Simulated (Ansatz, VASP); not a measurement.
# H4BrN in two plane-wave programs, part 2 of 3

One calculation is typed for both programs; each brings its own data sets. How far apart do they land? The cell is taken from a series of runs on this material, whose earlier steps may have relaxed, scaled, displaced or heated it; both programs get it as it stands.

VASP 6.6.1 and Ansatz 0.2.0.

So far: The starting structure; VASP: zone-centre phonons, LDA.

### 2. VASP: zone-centre phonons, LDA (continued)

Level of this step: LDA; plane waves and PAW (H, Br, N) (VASP).

Parts of OUTCAR (step 2):

```text
ion  position               nearest neighbor table
   1  0.156  0.156  0.156-   6 1.05
   2  0.156  0.844  0.844-   6 1.05
   3  0.844  0.844  0.156-   6 1.05
   4  0.844  0.156  0.844-   6 1.05
   5  0.500  0.500  0.500-
   6  0.000  0.000  0.000-   1 1.05   2 1.05   3 1.05   4 1.05

  LATTYP: Found a simple cubic cell.
 ALAT       =     3.8821980888

 Subroutine GETGRP returns: Found 24 space group operations
 (whereof 24 operations were pure point group operations)

The static configuration has the point symmetry T_d .

 Found     20 irreducible k-points:

   k-points           NKPTS =     20   k-points in BZ     NKDIM =     20   number of bands    NBANDS=     14

   dimension x,y,z NGX =    32 NGY =   32 NGZ =   32
   dimension x,y,z NGXF=    64 NGYF=   64 NGZF=   64

   ENCUT  =  600.0 eV  44.10 Ry    6.64 a.u.   7.75  7.75  7.75*2*pi/ulx,y,z

   NELECT =      16.0000    total number of electrons

 k-points in reciprocal lattice and weights: Automatic mesh
   0.00000000  0.00000000  0.00000000       0.005
   0.16666667  0.00000000  0.00000000       0.028
   0.33333333  0.00000000  0.00000000       0.028
   0.50000000  0.00000000  0.00000000       0.014
   0.16666667  0.16666667  0.00000000       0.056
   0.33333333  0.16666667  0.00000000       0.111
   0.50000000  0.16666667  0.00000000       0.056
   0.33333333  0.33333333  0.00000000       0.056
   0.50000000  0.33333333  0.00000000       0.056
[...]
0.50000000  0.50000000  0.33333333       0.028
   0.50000000  0.50000000  0.50000000       0.005

 average (electrostatic) potential at core
       1 -37.6921       2 -37.6921       3 -37.6921       4 -37.6921       5 -69.4192
       6 -69.1173

  Total       -0.0045708     -0.0045708     -0.0045708      0.0000000      0.0000000      0.0000000
  in kB       -0.1251623     -0.1251623     -0.1251623      0.0000000      0.0000000      0.0000000
  external PRESSURE =      -0.1251623 kB  Pullay stress =       0.0000000 kB

  energy-cutoff  :      600.00
  volume of cell :       58.51
      direct lattice vectors                 reciprocal lattice vectors
     3.882198089  0.000000000  0.000000000     0.257586032  0.000000000  0.000000000
     0.000000000  3.882198089  0.000000000     0.000000000  0.257586032  0.000000000
     0.000000000  0.000000000  3.882198089     0.000000000  0.000000000  0.257586032

 POSITION                                       TOTAL-FORCE (eV/Angst)
 -----------------------------------------------------------------------------------
      0.60682      0.60682      0.60682         0.005703      0.005703      0.005703
      0.60682      3.27538      3.27538         0.005703     -0.005703     -0.005703
      3.27538      3.27538      0.60682        -0.005703     -0.005703      0.005703
      3.27538      0.60682      3.27538        -0.005703      0.005703     -0.005703
[...]
2     0.00000    -1.14847     0.00000
    3    -0.00000    -0.00000    -1.14847

 Eigenvectors and eigenvalues of the dynamical matrix
 ----------------------------------------------------

   1 f  =   90.512414 THz   568.706268 2PiTHz 3019.169141 cm-1   374.329097 meV
             X         Y         Z           dx          dy          dz
      0.606815  0.606815  0.606815     0.175355    0.186599    0.183946
      0.606815  3.275383  3.275383     0.339728   -0.345666   -0.348319
      3.275383  3.275383  0.606815     0.175355    0.186599   -0.183946
      3.275383  0.606815  3.275383     0.339728   -0.345666    0.348319
      1.941099  1.941099  1.941099     0.003879   -0.001198   -0.000000
      0.000000  0.000000  0.000000    -0.284603    0.087891    0.000000

   2 f  =   90.512414 THz   568.706268 2PiTHz 3019.169141 cm-1   374.329097 meV
             X         Y         Z           dx          dy          dz
      0.606815  0.606815  0.606815     0.278534    0.278534    0.269542
      0.606815  3.275383  3.275383    -0.278534    0.278534    0.269542
      3.275383  3.275383  0.606815    -0.278534   -0.278534    0.269542
      3.275383  0.606815  3.275383     0.278534   -0.278534    0.269542
      1.941099  1.941099  1.941099     0.000000    0.000000    0.004060
      0.000000  0.000000  0.000000    -0.000000   -0.000000   -0.297866

   3 f  =   90.512414 THz   568.706268 2PiTHz 3019.169141 cm-1   374.329097 meV
             X         Y         Z           dx          dy          dz
      0.606815  0.606815  0.606815    -0.345666   -0.339728   -0.348319
      0.606815  3.275383  3.275383     0.186599   -0.175355   -0.183946
      3.275383  3.275383  0.606815    -0.345666   -0.339728    0.348319
      3.275383  0.606815  3.275383     0.186599   -0.175355    0.183946
      1.941099  1.941099  1.941099    -0.001198   -0.003879   -0.000000
      0.000000  0.000000  0.000000     0.087891    0.284603   -0.000000

   4 f  =   90.238277 THz   566.983817 2PiTHz 3010.024929 cm-1   373.195360 meV
             X         Y         Z           dx          dy          dz
      0.606815  0.606815  0.606815     0.288675    0.288675    0.288675
      0.606815  3.275383  3.275383     0.288675   -0.288675   -0.288675
      3.275383  3.275383  0.606815    -0.288675   -0.288675    0.288675
      3.275383  0.606815  3.275383    -0.288675    0.288675   -0.288675
      1.941099  1.941099  1.941099     0.000000   -0.000000   -0.000000
      0.000000  0.000000  0.000000    -0.000000    0.000000    0.000000

   5 f  =   49.180578 THz   309.010684 2PiTHz 1640.487496 cm-1   203.394436 meV
             X         Y         Z           dx          dy          dz
      0.606815  0.606815  0.606815    -0.155875   -0.248830    0.404705
      0.606815  3.275383  3.275383    -0.155875    0.248830   -0.404705
      3.275383  3.275383  0.606815     0.155875    0.248830    0.404705
      3.275383  0.606815  3.275383     0.155875   -0.248830   -0.404705
      1.941099  1.941099  1.941099    -0.000000   -0.000000    0.000000
      0.000000  0.000000  0.000000    -0.000000   -0.000000   -0.000000

   6 f  =   49.180578 THz   309.010684 2PiTHz 1640.487496 cm-1   203.394436 meV
             X         Y         Z           dx          dy          dz
      0.606815  0.606815  0.606815     0.377319   -0.323651   -0.053668
      0.606815  3.275383  3.275383     0.377319    0.323651    0.053668
      3.275383  3.275383  0.606815    -0.377319    0.323651   -0.053668
      3.275383  0.606815  3.275383    -0.377319   -0.323651    0.053668
      1.941099  1.941099  1.941099     0.000000   -0.000000    0.000000
      0.000000  0.000000  0.000000     0.000000   -0.000000    0.000000

   7 f  =   40.558121 THz   254.834189 2PiTHz 1352.873289 cm-1   167.734835 meV
             X         Y         Z           dx          dy          dz
      0.606815  0.606815  0.606815     0.227745    0.213575   -0.359322
      0.606815  3.275383  3.275383    -0.202537    0.229287   -0.343610
      3.275383  3.275383  0.606815    -0.207367   -0.221537   -0.338780
      3.275383  0.606815  3.275383     0.232575   -0.205826   -0.354492
      1.941099  1.941099  1.941099    -0.000138   -0.000042    0.003815
      0.000000  0.000000  0.000000    -0.013147   -0.004042    0.364100

   8 f  =   40.558121 THz   254.834189 2PiTHz 1352.873289 cm-1   167.734835 meV
             X         Y         Z           dx          dy          dz
      0.606815  0.606815  0.606815    -0.395077    0.406494   -0.012598
      0.606815  3.275383  3.275383    -0.088009    0.105397   -0.313695
      3.275383  3.275383  0.606815    -0.402459    0.399112    0.000755
      3.275383  0.606815  3.275383    -0.080627    0.098015    0.301852
      1.941099  1.941099  1.941099     0.002640   -0.002757    0.000065
      0.000000  0.000000  0.000000     0.251957   -0.263130    0.006177

   9 f  =   40.558121 THz   254.834189 2PiTHz 1352.873289 cm-1   167.734835 meV
             X         Y         Z           dx          dy          dz
      0.606815  0.606815  0.606815     0.094092    0.077169   -0.295865
      0.606815  3.275383  3.275383     0.409927    0.391313    0.018279
      3.275383  3.275383  0.606815     0.108778    0.091856    0.319428
      3.275383  0.606815  3.275383     0.395241    0.406000    0.005284
      1.941099  1.941099  1.941099    -0.002755   -0.002641   -0.000129
      0.000000  0.000000  0.000000    -0.262874   -0.252000   -0.012289

  10 f  =   12.789716 THz    80.360156 2PiTHz  426.619008 cm-1    52.893992 meV
             X         Y         Z           dx          dy          dz
      0.606815  0.606815  0.606815     0.213199    0.282637   -0.495836
      0.606815  3.275383  3.275383    -0.213199   -0.277492    0.064292
      3.275383  3.275383  0.606815     0.218344    0.277492    0.495836
      3.275383  0.606815  3.275383    -0.218344   -0.282637   -0.064292
      1.941099  1.941099  1.941099    -0.000000    0.000000   -0.000000
      0.000000  0.000000  0.000000     0.000000   -0.000000    0.000000

  11 f  =   12.789716 THz    80.360156 2PiTHz  426.619008 cm-1    52.893992 meV
             X         Y         Z           dx          dy          dz
      0.606815  0.606815  0.606815    -0.390080    0.377713    0.012367
      0.606815  3.275383  3.275383     0.390080    0.322731    0.067349
      3.275383  3.275383  0.606815     0.310364   -0.322731   -0.012367
      3.275383  0.606815  3.275383    -0.310364   -0.377713   -0.067349
      1.941099  1.941099  1.941099    -0.000000    0.000000   -0.000000
      0.000000  0.000000  0.000000     0.000000    0.000000    0.000000

  12 f  =   12.789716 THz    80.360156 2PiTHz  426.619008 cm-1    52.893992 meV
             X         Y         Z           dx          dy          dz
      0.606815  0.606815  0.606815     0.228875   -0.165678   -0.063197
      0.606815  3.275383  3.275383    -0.228875    0.262380   -0.491254
      3.275383  3.275383  0.606815     0.325576   -0.262380    0.063197
      3.275383  0.606815  3.275383    -0.325576    0.165678    0.491254
      1.941099  1.941099  1.941099     0.000000   -0.000000    0.000000
      0.000000  0.000000  0.000000    -0.000000    0.000000   -0.000000

  13 f  =    5.670739 THz    35.630302 2PiTHz  189.155484 cm-1    23.452281 meV
             X         Y         Z           dx          dy          dz
      0.606815  0.606815  0.606815     0.183381   -0.098119   -0.009376
      0.606815  3.275383  3.275383     0.188249   -0.106119   -0.017376
      3.275383  3.275383  0.606815     0.183862   -0.097637   -0.012990
      3.275383  0.606815  3.275383     0.187767   -0.105637   -0.004990
      1.941099  1.941099  1.941099    -0.377063    0.206735    0.022693
      0.000000  0.000000  0.000000     0.697369   -0.382352   -0.041970
    [... 43 further lines ...]
      1.941099  1.941099  1.941099     0.011554    0.034762   -0.901774
      0.000000  0.000000  0.000000     0.004862    0.014628   -0.379477

 MACROSCOPIC STATIC DIELECTRIC TENSOR IONIC CONTRIBUTION
 ------------------------------------------------------
           2.834068    -0.000000    -0.000000
          -0.000000     2.834068    -0.000000
          -0.000000    -0.000000     2.834068
 ------------------------------------------------------

 ELASTIC MODULI CONTR FROM IONIC RELAXATION (kBar)
 Direction    XX          YY          ZZ          XY          YZ          ZX
 --------------------------------------------------------------------------------
 XX        -584.8249   -380.5522   -380.5522      0.0000      0.0000     -0.0000
 YY        -380.5522   -584.8249   -380.5522      0.0000      0.0000     -0.0000
 ZZ        -380.5522   -380.5522   -584.8249      0.0000      0.0000     -0.0000
 XY           0.0000      0.0000      0.0000   -608.8666     -0.0000     -0.0000
 YZ          -0.0000      0.0000      0.0000      0.0000   -608.8666     -0.0000
 ZX          -0.0000     -0.0000     -0.0000      0.0000     -0.0000   -608.8666
 --------------------------------------------------------------------------------

 PIEZOELECTRIC TENSOR IONIC CONTR  for field in x, y, z        (C/m^2)
          XX          YY          ZZ          XY          YZ          ZX
  --------------------------------------------------------------------------------
  x     0.00000    -0.00000    -0.00000     0.00000    -0.02222    -0.00000
  y    -0.00000    -0.00000    -0.00000     0.00000    -0.00000    -0.02222
  z     0.00000     0.00000     0.00000    -0.02222     0.00000     0.00000
```

(Part 2 of 3 ends here.)

[Lines on the potential files, build, host, timing and source positions are cut from VASP's logs without a mark.]

[Logs are printed without paths, hosts, clocks, repeated set-up lines and the standing remarks that a program may print on its own settings, such as how far it seeks lower states.]

[Hosts, paths, dates, database ids (printed as entryN), source tags and the programs' standing remarks are cut or masked in the printed files.]
